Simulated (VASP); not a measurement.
Output of a VASP run:

File OUTCAR:
```
 ion  position               nearest neighbor table
   1  0.000  0.000  0.000-   2 2.36   2 2.36   2 2.36   2 2.36
   2  0.250  0.250  0.250-   1 2.36   1 2.36   1 2.36   1 2.36
  LATTYP: Found a face centered cubic cell.
 ALAT       =     5.4516200000
 Subroutine PRICEL returns:
 Original cell was already a primitive cell.
 Subroutine GETGRP returns: Found 24 space group operations
The static configuration has the point symmetry T_d .
The dynamic configuration has the point symmetry T_d .
 Subroutine INISYM returns: Found 24 space group operations
 Subroutine IBZKPT returns following result:
 Found     47 irreducible k-points:

 Following reciprocal coordinates:
            Coordinates               Weight
  0.000000  0.000000  0.000000      1.000000
  0.100000  0.000000  0.000000      8.000000
  0.200000  0.000000  0.000000      8.000000
  0.300000  0.000000  0.000000      8.000000
  0.400000  0.000000  0.000000      8.000000
  0.500000  0.000000  0.000000      4.000000
  0.100000  0.100000  0.000000      6.000000
  0.200000  0.100000  0.000000     24.000000
  0.300000  0.100000  0.000000     24.000000
  0.400000  0.100000  0.000000     24.000000
  0.500000  0.100000  0.000000     24.000000
 -0.400000  0.100000  0.000000     24.000000
 -0.300000  0.100000  0.000000     24.000000
 -0.200000  0.100000  0.000000     24.000000
 -0.100000  0.100000  0.000000     12.000000
  0.200000  0.200000  0.000000      6.000000
  0.300000  0.200000  0.000000     24.000000
  0.400000  0.200000  0.000000     24.000000
  0.500000  0.200000  0.000000     24.000000
 -0.400000  0.200000  0.000000     24.000000
 -0.300000  0.200000  0.000000     24.000000
 -0.200000  0.200000  0.000000     12.000000
  0.300000  0.300000  0.000000      6.000000
  0.400000  0.300000  0.000000     24.000000
  0.500000  0.300000  0.000000     24.000000
 -0.400000  0.300000  0.000000     24.000000
 -0.300000  0.300000  0.000000     12.000000
  0.400000  0.400000  0.000000      6.000000
  0.500000  0.400000  0.000000     24.000000
 -0.400000  0.400000  0.000000     12.000000
  0.500000  0.500000  0.000000      3.000000
  0.300000  0.200000  0.100000     24.000000
  0.400000  0.200000  0.100000     48.000000
  0.500000  0.200000  0.100000     48.000000
 -0.400000  0.200000  0.100000     24.000000
  0.400000  0.300000  0.100000     24.000000
  0.500000  0.300000  0.100000     48.000000
 -0.400000  0.300000  0.100000     48.000000
 -0.300000  0.300000  0.100000     48.000000
 -0.200000  0.300000  0.100000     24.000000
 Subroutine IBZKPT_HF returns following result:
   k-points           NKPTS =     47   k-points in BZ     NKDIM =     47   number of bands    NBANDS=     13
   number of dos      NEDOS =    301   number of ions     NIONS =      2
   total plane-waves  NPLWV =  13824
   dimension x,y,z NGX =    24 NGY =   24 NGZ =   24
   dimension x,y,z NGXF=    48 NGYF=   48 NGZF=   48
   ions per type =               1   1
   PREC   = accura    normal or accurate (medium, high low for compatibility)
   ISTART =      0    job   : 0-new  1-cont  2-samecut
   ICHARG =      2    charge: 1-file 2-atom 10-const
   ISPIN  =      1    spin polarized calculation?
   LNONCOLLINEAR =      F non collinear calculations
   LSORBIT =      F    spin-orbit coupling
   INIWAV =      1    electr: 0-lowe 1-rand  2-diag
   ENCUT  =  300.0 eV  22.05 Ry    4.70 a.u.   5.44  5.44  5.44*2*pi/ulx,y,z
   NELM   =    100;   NELMIN=  2; NELMDL= -5     # of ELM steps
   EDIFF  = 0.1E-07   stopping-criterion for ELM
   LREAL  =      F    real-space projection
   NLSPLINE    = F    spline interpolate recip. space projectors
   LMAXMIX     =    4 max onsite mixed and CHGCAR
   VOSKOWN=      0    Vosko Wilk Nusair interpolation
   EDIFFG = 0.1E-06   stopping-criterion for IOM
   NSW    =      0    number of steps for IOM
   NBLOCK =      1;   KBLOCK =      1    inner block; outer block
...
```

**OUTCAR**
```


 HEAD OF MICROSCOPIC STATIC DIELECTRIC TENSOR (INDEPENDENT PARTICLE, excluding Hartree and local field effects)
 ------------------------------------------------------
          11.173611     0.000000    -0.000000
          -0.000000    11.173611     0.000000
          -0.000000     0.000000    11.173611
 ------------------------------------------------------

 MACROSCOPIC STATIC DIELECTRIC TENSOR (including local field effects in DFT)
 ------------------------------------------------------
          10.642136     0.000000    -0.000000
           0.000000    10.642136    -0.000000
           0.000000     0.000000    10.642136
 ------------------------------------------------------

 PIEZOELECTRIC TENSOR (including local field effects)  for field in x, y, z        (e  Angst)
          XX          YY          ZZ          XY          YZ          ZX
  --------------------------------------------------------------------------------
  x     0.00000    -0.00000    -0.00000     0.00000    -2.02002     0.00000
  y     0.00000    -0.00000     0.00000     0.00000     0.00000    -2.02002
  z    -0.00000    -0.00000    -0.00000    -2.02002     0.00000     0.00000

 PIEZOELECTRIC TENSOR (including local field effects)  for field in x, y, z        (C/m^2)
          XX          YY          ZZ          XY          YZ          ZX
  --------------------------------------------------------------------------------
  x     0.00000    -0.00000    -0.00000     0.00000    -0.79900     0.00000
  y     0.00000    -0.00000     0.00000     0.00000     0.00000    -0.79900
  z    -0.00000    -0.00000    -0.00000    -0.79900     0.00000     0.00000

 BORN EFFECTIVE CHARGES (including local field effects) (in |e|, cummulative output)
 ---------------------------------------------------------------------------------
 ion    1
    1     2.18193     0.00000     0.00000
    2     0.00000     2.18193     0.00000
    3     0.00000     0.00000     2.18193
 ion    2
    1    -2.18193     0.00000     0.00000
    2     0.00000    -2.18193     0.00000
    3     0.00000     0.00000    -2.18193
```
(Selected blocks of OUTCAR.)

File POSCAR:
```
GaP
1
    0.0000000000     2.7258100000     2.7258100000
    2.7258100000     0.0000000000     2.7258100000
    2.7258100000     2.7258100000     0.0000000000
Ga P
1 1
Direct
  0.0000000000   0.0000000000   0.0000000000
  0.2500000000   0.2500000000   0.2500000000
```

**Question.** Write an INCAR and KPOINTS that could have produced this output.

**Answer.** One answer among several that fit: the input of the run itself, PBE GGA, plane waves, VASP's PBE PAW potentials (set 64).

KPOINTS:
```
Automatic mesh
0
Gamma
10 10 10
0 0 0
```

INCAR:
```
SYSTEM = GaP
PREC = Accurate
ENCUT = 300
EDIFF = 1E-8
NELM = 100
ALGO = Normal
LREAL = .FALSE.
LASPH = .TRUE.
ISMEAR = 0
SIGMA = 0.01
GGA = PE
LMAXMIX = 4
LWAVE = .FALSE.
LCHARG = .FALSE.
ISIF = 2
LEPSILON = .TRUE.
```

POTCAR, in this order: Ga_d P (PBE.64 set). Program: vasp_std.

The dielectric response may not be converged in the k-mesh; for small gaps it tends to come out too large.

The structure comes from a computed database's GaP entry; how it stands against other phases isn't given here. The cell was not relaxed at this level. The run is one of a series of settings (EDIFF = 1E-8, LEPSILON = .TRUE. against the base run), some of them coarse on purpose.
